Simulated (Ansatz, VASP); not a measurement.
# Ge (Germanium) in two plane-wave programs

Aim: how closely do two programs agree when they are given the same cell, functional and k mesh? The cell is taken from a series of runs on this material, whose earlier steps may have relaxed, scaled, displaced or heated it; both programs get it as it stands.

Main program and level: Ansatz 0.2.0; plane waves, with VASP 6.6.1 beside it; zone-centre phonons at PBEsol.

## Step 1: The structure

The structure is orthorhombic, space group Imma (No. 74). The conventional cell has a = 3.973 Å, b = 4.014 Å, c = 5.697 Å, α = 90.00°, β = 90.00°, γ = 90.00°. Nearest to Ge lie 4 Ge at 2.45 to 2.46 Å.

Structure file:

```cif
data_structure
_symmetry_space_group_name_H-M 'P 1'
_symmetry_Int_Tables_number 1
_cell_length_a 4.0110
_cell_length_b 4.0110
_cell_length_c 3.9731
_cell_angle_alpha 60.312
_cell_angle_beta 60.312
_cell_angle_gamma 60.050
_cell_volume 45.43
loop_
_atom_site_label
_atom_site_type_symbol
_atom_site_fract_x
_atom_site_fract_y
_atom_site_fract_z
_atom_site_occupancy
Ge1 Ge 0.49931 0.49931 0.50064 1
Ge2 Ge 0.75069 0.75069 0.74936 1
```

## Step 2: VASP: zone-centre phonons, PBEsol

Second derivatives magnify differences that forces hide, and they need a tight electronic threshold.

Lines of VASP's logs that name or quote its potential files are left out, and so is its time.

File INCAR:

```
SYSTEM = Ge
PREC = Accurate
ENCUT = 500
EDIFF = 1E-08
NELM = 120
ISMEAR = 0
SIGMA = 0.015
LREAL = .FALSE.
ALGO = Normal
GGA = PS
NBANDS = 20
LORBIT = 11
LWAVE = .FALSE.
LCHARG = .FALSE.
ISIF = 2
ISYM = 2
IBRION = 8
LASPH = .TRUE.
GGA_COMPAT = .FALSE.
EFERMI = MIDGAP
KPAR = 2
```

File POSCAR:

```
Ge
1.0
   -0.0144748663      2.8238693424      2.8484245899
    2.8238693424     -0.0144748663      2.8484245899
    2.8093944761      2.8093944761      0.0000000000
Ge
2
Direct
    0.4993092259      0.4993092259      0.5006396827
    0.7506907741      0.7506907741      0.7493603173
```

File KPOINTS:

```
Points of the shifted mesh
1728
Reciprocal
 0.0416666667  0.0416666667  0.0416666667 1
 0.0416666667  0.0416666667  0.1250000000 1
 0.0416666667  0.0416666667  0.2083333333 1
 0.0416666667  0.0416666667  0.2916666667 1
 0.0416666667  0.0416666667  0.3750000000 1
 0.0416666667  0.0416666667  0.4583333333 1
 0.0416666667  0.0416666667  0.5416666667 1
 0.0416666667  0.0416666667  0.6250000000 1
 0.0416666667  0.0416666667  0.7083333333 1
 0.0416666667  0.0416666667  0.7916666667 1
 0.0416666667  0.0416666667  0.8750000000 1
 0.0416666667  0.0416666667  0.9583333333 1
 0.0416666667  0.1250000000  0.0416666667 1
 0.0416666667  0.1250000000  0.1250000000 1
 0.0416666667  0.1250000000  0.2083333333 1
 0.0416666667  0.1250000000  0.2916666667 1
 0.0416666667  0.1250000000  0.3750000000 1
 0.0416666667  0.1250000000  0.4583333333 1
 0.0416666667  0.1250000000  0.5416666667 1
 0.0416666667  0.1250000000  0.6250000000 1
 0.0416666667  0.1250000000  0.7083333333 1
 0.0416666667  0.1250000000  0.7916666667 1
 0.0416666667  0.1250000000  0.8750000000 1
 0.0416666667  0.1250000000  0.9583333333 1
 0.0416666667  0.2083333333  0.0416666667 1
 0.0416666667  0.2083333333  0.1250000000 1
 0.0416666667  0.2083333333  0.2083333333 1
 0.0416666667  0.2083333333  0.2916666667 1
 0.0416666667  0.2083333333  0.3750000000 1
 0.0416666667  0.2083333333  0.4583333333 1
 0.0416666667  0.2083333333  0.5416666667 1
 0.0416666667  0.2083333333  0.6250000000 1
 0.0416666667  0.2083333333  0.7083333333 1
 0.0416666667  0.2083333333  0.7916666667 1
 0.0416666667  0.2083333333  0.8750000000 1
 0.0416666667  0.2083333333  0.9583333333 1
 0.0416666667  0.2916666667  0.0416666667 1
 0.0416666667  0.2916666667  0.1250000000 1
 0.0416666667  0.2916666667  0.2083333333 1
 0.0416666667  0.2916666667  0.2916666667 1
 0.0416666667  0.2916666667  0.3750000000 1
 0.0416666667  0.2916666667  0.4583333333 1
 0.0416666667  0.2916666667  0.5416666667 1
 0.0416666667  0.2916666667  0.6250000000 1
 0.0416666667  0.2916666667  0.7083333333 1
 0.0416666667  0.2916666667  0.7916666667 1
 0.0416666667  0.2916666667  0.8750000000 1
 0.0416666667  0.2916666667  0.9583333333 1
 0.0416666667  0.3750000000  0.0416666667 1
 0.0416666667  0.3750000000  0.1250000000 1
 0.0416666667  0.3750000000  0.2083333333 1
 0.0416666667  0.3750000000  0.2916666667 1
 0.0416666667  0.3750000000  0.3750000000 1
 0.0416666667  0.3750000000  0.4583333333 1
 0.0416666667  0.3750000000  0.5416666667 1
 0.0416666667  0.3750000000  0.6250000000 1
 0.0416666667  0.3750000000  0.7083333333 1
 0.0416666667  0.3750000000  0.7916666667 1
 0.0416666667  0.3750000000  0.8750000000 1
 0.0416666667  0.3750000000  0.9583333333 1
 0.0416666667  0.4583333333  0.0416666667 1
 0.0416666667  0.4583333333  0.1250000000 1
 0.0416666667  0.4583333333  0.2083333333 1
 0.0416666667  0.4583333333  0.2916666667 1
 0.0416666667  0.4583333333  0.3750000000 1
 0.0416666667  0.4583333333  0.4583333333 1
 0.0416666667  0.4583333333  0.5416666667 1
 0.0416666667  0.4583333333  0.6250000000 1
 0.0416666667  0.4583333333  0.7083333333 1
 0.0416666667  0.4583333333  0.7916666667 1
 0.0416666667  0.4583333333  0.8750000000 1
 0.0416666667  0.4583333333  0.9583333333 1
 0.0416666667  0.5416666667  0.0416666667 1
 0.0416666667  0.5416666667  0.1250000000 1
 0.0416666667  0.5416666667  0.2083333333 1
 0.0416666667  0.5416666667  0.2916666667 1
 0.0416666667  0.5416666667  0.3750000000 1
 0.0416666667  0.5416666667  0.4583333333 1
 0.0416666667  0.5416666667  0.5416666667 1
 0.0416666667  0.5416666667  0.6250000000 1
 0.0416666667  0.5416666667  0.7083333333 1
 0.0416666667  0.5416666667  0.7916666667 1
 0.0416666667  0.5416666667  0.8750000000 1
 0.0416666667  0.5416666667  0.9583333333 1
 0.0416666667  0.6250000000  0.0416666667 1
 0.0416666667  0.6250000000  0.1250000000 1
 0.0416666667  0.6250000000  0.2083333333 1
 0.0416666667  0.6250000000  0.2916666667 1
 0.0416666667  0.6250000000  0.3750000000 1
 0.0416666667  0.6250000000  0.4583333333 1
 0.0416666667  0.6250000000  0.5416666667 1
 0.0416666667  0.6250000000  0.6250000000 1
 0.0416666667  0.6250000000  0.7083333333 1
 0.0416666667  0.6250000000  0.7916666667 1
 0.0416666667  0.6250000000  0.8750000000 1
 0.0416666667  0.6250000000  0.9583333333 1
 0.0416666667  0.7083333333  0.0416666667 1
 0.0416666667  0.7083333333  0.1250000000 1
 0.0416666667  0.7083333333  0.2083333333 1
 0.0416666667  0.7083333333  0.2916666667 1
 0.0416666667  0.7083333333  0.3750000000 1
 0.0416666667  0.7083333333  0.4583333333 1
 0.0416666667  0.7083333333  0.5416666667 1
 0.0416666667  0.7083333333  0.6250000000 1
 0.0416666667  0.7083333333  0.7083333333 1
 0.0416666667  0.7083333333  0.7916666667 1
 0.0416666667  0.7083333333  0.8750000000 1
 0.0416666667  0.7083333333  0.9583333333 1
 0.0416666667  0.7916666667  0.0416666667 1
 0.0416666667  0.7916666667  0.1250000000 1
 0.0416666667  0.7916666667  0.2083333333 1
 0.0416666667  0.7916666667  0.2916666667 1
[... 1390 lines left out ...]
 0.8750000000  0.4583333333  0.1250000000 1
 0.8750000000  0.4583333333  0.2083333333 1
 0.8750000000  0.4583333333  0.2916666667 1
 0.8750000000  0.4583333333  0.3750000000 1
 0.8750000000  0.4583333333  0.4583333333 1
 0.8750000000  0.4583333333  0.5416666667 1
 0.8750000000  0.4583333333  0.6250000000 1
 0.8750000000  0.4583333333  0.7083333333 1
 0.8750000000  0.4583333333  0.7916666667 1
 0.8750000000  0.4583333333  0.8750000000 1
 0.8750000000  0.4583333333  0.9583333333 1
 0.8750000000  0.5416666667  0.0416666667 1
 0.8750000000  0.5416666667  0.1250000000 1
 0.8750000000  0.5416666667  0.2083333333 1
 0.8750000000  0.5416666667  0.2916666667 1
 0.8750000000  0.5416666667  0.3750000000 1
 0.8750000000  0.5416666667  0.4583333333 1
 0.8750000000  0.5416666667  0.5416666667 1
 0.8750000000  0.5416666667  0.6250000000 1
 0.8750000000  0.5416666667  0.7083333333 1
 0.8750000000  0.5416666667  0.7916666667 1
 0.8750000000  0.5416666667  0.8750000000 1
 0.8750000000  0.5416666667  0.9583333333 1
 0.8750000000  0.6250000000  0.0416666667 1
 0.8750000000  0.6250000000  0.1250000000 1
 0.8750000000  0.6250000000  0.2083333333 1
 0.8750000000  0.6250000000  0.2916666667 1
 0.8750000000  0.6250000000  0.3750000000 1
 0.8750000000  0.6250000000  0.4583333333 1
 0.8750000000  0.6250000000  0.5416666667 1
 0.8750000000  0.6250000000  0.6250000000 1
 0.8750000000  0.6250000000  0.7083333333 1
 0.8750000000  0.6250000000  0.7916666667 1
 0.8750000000  0.6250000000  0.8750000000 1
 0.8750000000  0.6250000000  0.9583333333 1
 0.8750000000  0.7083333333  0.0416666667 1
 0.8750000000  0.7083333333  0.1250000000 1
 0.8750000000  0.7083333333  0.2083333333 1
 0.8750000000  0.7083333333  0.2916666667 1
 0.8750000000  0.7083333333  0.3750000000 1
 0.8750000000  0.7083333333  0.4583333333 1
 0.8750000000  0.7083333333  0.5416666667 1
 0.8750000000  0.7083333333  0.6250000000 1
 0.8750000000  0.7083333333  0.7083333333 1
 0.8750000000  0.7083333333  0.7916666667 1
 0.8750000000  0.7083333333  0.8750000000 1
 0.8750000000  0.7083333333  0.9583333333 1
 0.8750000000  0.7916666667  0.0416666667 1
 0.8750000000  0.7916666667  0.1250000000 1
 0.8750000000  0.7916666667  0.2083333333 1
 0.8750000000  0.7916666667  0.2916666667 1
 0.8750000000  0.7916666667  0.3750000000 1
 0.8750000000  0.7916666667  0.4583333333 1
 0.8750000000  0.7916666667  0.5416666667 1
 0.8750000000  0.7916666667  0.6250000000 1
 0.8750000000  0.7916666667  0.7083333333 1
 0.8750000000  0.7916666667  0.7916666667 1
 0.8750000000  0.7916666667  0.8750000000 1
 0.8750000000  0.7916666667  0.9583333333 1
 0.8750000000  0.8750000000  0.0416666667 1
 0.8750000000  0.8750000000  0.1250000000 1
 0.8750000000  0.8750000000  0.2083333333 1
 0.8750000000  0.8750000000  0.2916666667 1
 0.8750000000  0.8750000000  0.3750000000 1
 0.8750000000  0.8750000000  0.4583333333 1
 0.8750000000  0.8750000000  0.5416666667 1
 0.8750000000  0.8750000000  0.6250000000 1
 0.8750000000  0.8750000000  0.7083333333 1
 0.8750000000  0.8750000000  0.7916666667 1
 0.8750000000  0.8750000000  0.8750000000 1
 0.8750000000  0.8750000000  0.9583333333 1
 0.8750000000  0.9583333333  0.0416666667 1
 0.8750000000  0.9583333333  0.1250000000 1
 0.8750000000  0.9583333333  0.2083333333 1
 0.8750000000  0.9583333333  0.2916666667 1
 0.8750000000  0.9583333333  0.3750000000 1
 0.8750000000  0.9583333333  0.4583333333 1
 0.8750000000  0.9583333333  0.5416666667 1
 0.8750000000  0.9583333333  0.6250000000 1
 0.8750000000  0.9583333333  0.7083333333 1
 0.8750000000  0.9583333333  0.7916666667 1
 0.8750000000  0.9583333333  0.8750000000 1
 0.8750000000  0.9583333333  0.9583333333 1
 0.9583333333  0.0416666667  0.0416666667 1
 0.9583333333  0.0416666667  0.1250000000 1
 0.9583333333  0.0416666667  0.2083333333 1
 0.9583333333  0.0416666667  0.2916666667 1
 0.9583333333  0.0416666667  0.3750000000 1
 0.9583333333  0.0416666667  0.4583333333 1
 0.9583333333  0.0416666667  0.5416666667 1
 0.9583333333  0.0416666667  0.6250000000 1
 0.9583333333  0.0416666667  0.7083333333 1
 0.9583333333  0.0416666667  0.7916666667 1
 0.9583333333  0.0416666667  0.8750000000 1
 0.9583333333  0.0416666667  0.9583333333 1
 0.9583333333  0.1250000000  0.0416666667 1
 0.9583333333  0.1250000000  0.1250000000 1
 0.9583333333  0.1250000000  0.2083333333 1
 0.9583333333  0.1250000000  0.2916666667 1
 0.9583333333  0.1250000000  0.3750000000 1
 0.9583333333  0.1250000000  0.4583333333 1
 0.9583333333  0.1250000000  0.5416666667 1
 0.9583333333  0.1250000000  0.6250000000 1
 0.9583333333  0.1250000000  0.7083333333 1
 0.9583333333  0.1250000000  0.7916666667 1
 0.9583333333  0.1250000000  0.8750000000 1
 0.9583333333  0.1250000000  0.9583333333 1
 0.9583333333  0.2083333333  0.0416666667 1
 0.9583333333  0.2083333333  0.1250000000 1
 0.9583333333  0.2083333333  0.2083333333 1
 0.9583333333  0.2083333333  0.2916666667 1
 0.9583333333  0.2083333333  0.3750000000 1
 0.9583333333  0.2083333333  0.4583333333 1
 0.9583333333  0.2083333333  0.5416666667 1
 0.9583333333  0.2083333333  0.6250000000 1
 0.9583333333  0.2083333333  0.7083333333 1
 0.9583333333  0.2083333333  0.7916666667 1
 0.9583333333  0.2083333333  0.8750000000 1
 0.9583333333  0.2083333333  0.9583333333 1
 0.9583333333  0.2916666667  0.0416666667 1
 0.9583333333  0.2916666667  0.1250000000 1
 0.9583333333  0.2916666667  0.2083333333 1
 0.9583333333  0.2916666667  0.2916666667 1
 0.9583333333  0.2916666667  0.3750000000 1
 0.9583333333  0.2916666667  0.4583333333 1
 0.9583333333  0.2916666667  0.5416666667 1
 0.9583333333  0.2916666667  0.6250000000 1
 0.9583333333  0.2916666667  0.7083333333 1
 0.9583333333  0.2916666667  0.7916666667 1
 0.9583333333  0.2916666667  0.8750000000 1
 0.9583333333  0.2916666667  0.9583333333 1
 0.9583333333  0.3750000000  0.0416666667 1
 0.9583333333  0.3750000000  0.1250000000 1
 0.9583333333  0.3750000000  0.2083333333 1
 0.9583333333  0.3750000000  0.2916666667 1
 0.9583333333  0.3750000000  0.3750000000 1
 0.9583333333  0.3750000000  0.4583333333 1
 0.9583333333  0.3750000000  0.5416666667 1
 0.9583333333  0.3750000000  0.6250000000 1
 0.9583333333  0.3750000000  0.7083333333 1
 0.9583333333  0.3750000000  0.7916666667 1
 0.9583333333  0.3750000000  0.8750000000 1
 0.9583333333  0.3750000000  0.9583333333 1
 0.9583333333  0.4583333333  0.0416666667 1
 0.9583333333  0.4583333333  0.1250000000 1
 0.9583333333  0.4583333333  0.2083333333 1
 0.9583333333  0.4583333333  0.2916666667 1
 0.9583333333  0.4583333333  0.3750000000 1
 0.9583333333  0.4583333333  0.4583333333 1
 0.9583333333  0.4583333333  0.5416666667 1
 0.9583333333  0.4583333333  0.6250000000 1
 0.9583333333  0.4583333333  0.7083333333 1
 0.9583333333  0.4583333333  0.7916666667 1
 0.9583333333  0.4583333333  0.8750000000 1
 0.9583333333  0.4583333333  0.9583333333 1
 0.9583333333  0.5416666667  0.0416666667 1
 0.9583333333  0.5416666667  0.1250000000 1
 0.9583333333  0.5416666667  0.2083333333 1
 0.9583333333  0.5416666667  0.2916666667 1
 0.9583333333  0.5416666667  0.3750000000 1
 0.9583333333  0.5416666667  0.4583333333 1
 0.9583333333  0.5416666667  0.5416666667 1
 0.9583333333  0.5416666667  0.6250000000 1
 0.9583333333  0.5416666667  0.7083333333 1
 0.9583333333  0.5416666667  0.7916666667 1
 0.9583333333  0.5416666667  0.8750000000 1
 0.9583333333  0.5416666667  0.9583333333 1
 0.9583333333  0.6250000000  0.0416666667 1
 0.9583333333  0.6250000000  0.1250000000 1
 0.9583333333  0.6250000000  0.2083333333 1
 0.9583333333  0.6250000000  0.2916666667 1
 0.9583333333  0.6250000000  0.3750000000 1
 0.9583333333  0.6250000000  0.4583333333 1
 0.9583333333  0.6250000000  0.5416666667 1
 0.9583333333  0.6250000000  0.6250000000 1
 0.9583333333  0.6250000000  0.7083333333 1
 0.9583333333  0.6250000000  0.7916666667 1
 0.9583333333  0.6250000000  0.8750000000 1
 0.9583333333  0.6250000000  0.9583333333 1
 0.9583333333  0.7083333333  0.0416666667 1
 0.9583333333  0.7083333333  0.1250000000 1
 0.9583333333  0.7083333333  0.2083333333 1
 0.9583333333  0.7083333333  0.2916666667 1
 0.9583333333  0.7083333333  0.3750000000 1
 0.9583333333  0.7083333333  0.4583333333 1
 0.9583333333  0.7083333333  0.5416666667 1
 0.9583333333  0.7083333333  0.6250000000 1
 0.9583333333  0.7083333333  0.7083333333 1
 0.9583333333  0.7083333333  0.7916666667 1
 0.9583333333  0.7083333333  0.8750000000 1
 0.9583333333  0.7083333333  0.9583333333 1
 0.9583333333  0.7916666667  0.0416666667 1
 0.9583333333  0.7916666667  0.1250000000 1
 0.9583333333  0.7916666667  0.2083333333 1
 0.9583333333  0.7916666667  0.2916666667 1
 0.9583333333  0.7916666667  0.3750000000 1
 0.9583333333  0.7916666667  0.4583333333 1
 0.9583333333  0.7916666667  0.5416666667 1
 0.9583333333  0.7916666667  0.6250000000 1
 0.9583333333  0.7916666667  0.7083333333 1
 0.9583333333  0.7916666667  0.7916666667 1
 0.9583333333  0.7916666667  0.8750000000 1
 0.9583333333  0.7916666667  0.9583333333 1
 0.9583333333  0.8750000000  0.0416666667 1
 0.9583333333  0.8750000000  0.1250000000 1
 0.9583333333  0.8750000000  0.2083333333 1
 0.9583333333  0.8750000000  0.2916666667 1
 0.9583333333  0.8750000000  0.3750000000 1
 0.9583333333  0.8750000000  0.4583333333 1
 0.9583333333  0.8750000000  0.5416666667 1
 0.9583333333  0.8750000000  0.6250000000 1
 0.9583333333  0.8750000000  0.7083333333 1
 0.9583333333  0.8750000000  0.7916666667 1
 0.9583333333  0.8750000000  0.8750000000 1
 0.9583333333  0.8750000000  0.9583333333 1
 0.9583333333  0.9583333333  0.0416666667 1
 0.9583333333  0.9583333333  0.1250000000 1
 0.9583333333  0.9583333333  0.2083333333 1
 0.9583333333  0.9583333333  0.2916666667 1
 0.9583333333  0.9583333333  0.3750000000 1
 0.9583333333  0.9583333333  0.4583333333 1
 0.9583333333  0.9583333333  0.5416666667 1
 0.9583333333  0.9583333333  0.6250000000 1
 0.9583333333  0.9583333333  0.7083333333 1
 0.9583333333  0.9583333333  0.7916666667 1
 0.9583333333  0.9583333333  0.8750000000 1
 0.9583333333  0.9583333333  0.9583333333 1
```

Potentials, in the order of the species: Ge_d (PBE family, release 64).

Command:

```console
mpirun -np 2 vasp_std
```

Numbers of over 12 decimals in the logs are rounded to 6 here.

The log of the run:

```text
[banner, memory and clock lines left out]
running    2 mpi-ranks, on    1 nodes
[...]
|                                                                             |
|               ----> ADVICE to this user running VASP <----                  |
|                                                                             |
|     You enforced a specific xc type in the INCAR file but a different       |
|     [... a line on the potential file left out ...]
|     I HOPE YOU KNOW WHAT YOU ARE DOING!                                     |
|                                                                             |

 LDA part: xc-table for (Slater+PW92), standard interpolation
 POSCAR, INCAR and KPOINTS ok, starting setup
[...]
entering main loop
       N       E                     dE             d eps       ncg     rms          rms(c)
DAV:   1     0.182615522386E+03    0.18262E+03   -0.14640E+04 74416   0.373E+03
DAV:   2     0.156812810430E+02   -0.16693E+03   -0.16248E+03 69252   0.587E+02
DAV:   3    -0.921064726889E+01   -0.24892E+02   -0.24717E+02 77860   0.144E+02
DAV:   4    -0.100105036653E+02   -0.79986E+00   -0.79929E+00 78076   0.305E+01
DAV:   5    -0.100237116970E+02   -0.13208E-01   -0.13208E-01 77336   0.429E+00    0.324E+00
DAV:   6    -0.992102979566E+01    0.10268E+00   -0.36870E-02 91244   0.239E+00    0.185E+00
DAV:   7    -0.987198933048E+01    0.49040E-01   -0.60825E-02 72360   0.253E+00    0.156E-01
DAV:   8    -0.987299739737E+01   -0.10081E-02   -0.69374E-03 78616   0.120E+00    0.514E-02
DAV:   9    -0.987310105357E+01   -0.10366E-03   -0.24175E-04 78212   0.221E-01    0.108E-02
DAV:  10    -0.987311473540E+01   -0.13682E-04   -0.20106E-05 88468   0.387E-02    0.540E-03
DAV:  11    -0.987311578194E+01   -0.10465E-05   -0.45622E-06 92632   0.331E-02    0.135E-03
DAV:  12    -0.987311542329E+01    0.35865E-06   -0.80130E-07 92148   0.174E-02    0.357E-04
DAV:  13    -0.987311541465E+01    0.86375E-08   -0.22289E-08 66088   0.181E-03
   1 F= -.98731154E+01 E0= -.98731154E+01  d E =-.289497E-12
 Linear response reoptimize wavefunctions to high precision
DAV:   1    -0.987311539388E+01    0.20768E-07   -0.79944E-09 66140   0.166E-03
DAV:   2    -0.987311539397E+01   -0.80945E-10   -0.87951E-10 42340   0.285E-04
 Linear response DOF=           2
 Linear response progress:
  Degree of freedom:   1/  2
       N       E                     dE             d eps       ncg     rms          rms(c)
RMM:   1    -0.186647891462E+00   -0.18665E+00    0.83916E+00 84297   0.450E+01
RMM:   2    -0.193822770070E+00   -0.71749E-02   -0.13142E-02111802   0.109E+00    0.734E-02
RMM:   3    -0.193836529055E+00   -0.13759E-04   -0.92583E-04118519   0.314E-01    0.425E-02
RMM:   4    -0.193730494884E+00    0.10603E-03   -0.62561E-05126744   0.806E-02    0.474E-03
RMM:   5    -0.193732181595E+00   -0.16867E-05   -0.37042E-06121812   0.176E-02    0.241E-03
RMM:   6    -0.193739294255E+00   -0.71127E-05   -0.23876E-07124051   0.498E-03    0.316E-04
RMM:   7    -0.193738291075E+00    0.10032E-05    0.12207E-07127131   0.154E-03    0.195E-04
RMM:   8    -0.193737242635E+00    0.10484E-05    0.15443E-07129129   0.556E-04    0.416E-05
RMM:   9    -0.193737149998E+00    0.92637E-07    0.13073E-07129485   0.236E-04    0.194E-05
RMM:  10    -0.193737321618E+00   -0.17162E-06   -0.16332E-07129909   0.110E-04    0.547E-06
RMM:  11    -0.193737342890E+00   -0.21272E-07   -0.12780E-07131543   0.639E-05    0.290E-06
RMM:  12    -0.193737369421E+00   -0.26531E-07   -0.17708E-07143087   0.442E-05    0.185E-06
RMM:  13    -0.193737387074E+00   -0.17653E-07   -0.16947E-07156195   0.361E-05    0.468E-07
RMM:  14    -0.193737390144E+00   -0.30696E-08   -0.15556E-07152093   0.321E-05    0.581E-08
 first order change of Fermi-energy   0.22809E+01
 force on displaced ion       1 direction 1 : -11.267  -0.118  -0.001
 Linear response progress:
  Degree of freedom:   2/  2
       N       E                     dE             d eps       ncg     rms          rms(c)
RMM:   1    -0.186735510195E+00   -0.18674E+00    0.83317E+00 84324   0.448E+01
RMM:   2    -0.193912888375E+00   -0.71774E-02   -0.13114E-02111708   0.108E+00    0.739E-02
RMM:   3    -0.193927510438E+00   -0.14622E-04   -0.93158E-04118628   0.315E-01    0.427E-02
RMM:   4    -0.193823148873E+00    0.10436E-03   -0.62404E-05126794   0.805E-02    0.471E-03
RMM:   5    -0.193824647323E+00   -0.14985E-05   -0.36210E-06121810   0.176E-02    0.241E-03
RMM:   6    -0.193831489874E+00   -0.68426E-05   -0.21917E-07123941   0.496E-03    0.313E-04
RMM:   7    -0.193830490218E+00    0.99966E-06   -0.36576E-08127234   0.154E-03    0.193E-04
RMM:   8    -0.193829409021E+00    0.10812E-05   -0.32287E-09128856   0.558E-04    0.420E-05
RMM:   9    -0.193829307132E+00    0.10189E-06   -0.45962E-09128048   0.241E-04    0.195E-05
RMM:  10    -0.193829456717E+00   -0.14959E-06   -0.58838E-09129842   0.112E-04    0.591E-06
RMM:  11    -0.193829478301E+00   -0.21584E-07   -0.14203E-08132343   0.649E-05    0.314E-06
RMM:  12    -0.193829507999E+00   -0.29698E-07   -0.14725E-08140718   0.451E-05    0.148E-06
RMM:  13    -0.193829516587E+00   -0.85880E-08   -0.62325E-11157800   0.365E-05    0.551E-07
 first order change of Fermi-energy   0.79879E+00
 force on displaced ion       1 direction 3 :  -0.001  -0.001 -11.280
 Linear response finished
```

(Part 1 of 2 ends here.)

[Lines on the potential files, build, host, timing and source positions are cut from VASP's logs without a mark.]

[Logs are printed without paths, hosts, clocks, repeated set-up lines and the standing remarks that a program may print on its own settings, such as how far it seeks lower states.]

[Hosts, paths, dates, database ids (printed as entryN), source tags and the programs' standing remarks are cut or masked in the printed files.]
